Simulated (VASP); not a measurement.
```
CELL_PARAMETERS angstrom
      0.00000     2.88820     2.88820
      2.94714    -0.05894     2.94714
      2.94714     2.94714    -0.05894
ATOMIC_POSITIONS crystal
  Al 0.25000 0.25000 0.25000
  Al 0.75000 0.75000 0.75000
  Pt 0.00000 0.00000 0.00000
```

Calculation: PBEsol GGA, VASP's PBE PAW potentials (set 64) (plane waves; VASP 6.6.1). Numerical set-up: 480 eV cut-off, 8×8×8 Γ-centred mesh, first-order Methfessel-Paxton smearing of 0.10 eV, potentials Al Pt.

Unless said otherwise, spin-orbit coupling is left out, though it shifts the bands of the heavy elements here.

What does the run give for the energy per atom (σ→0), largest force, band gap (on the k-mesh) with the smallest direct gap where there is one?

```
Quantity                                                    Result
------------------------  ----------------------------------------
band gap (on the k-mesh)  none (metal, semimetal or under 0.01 eV)
energy per atom (σ→0)                               -5.909 eV/atom
largest force                                           0.336 eV/Å
```

Total energies compare only between runs with the same potentials, cut-off and functional.

The compound is PtAl2 in the fluorite structure. This cell was strained or had an atom moved on purpose.
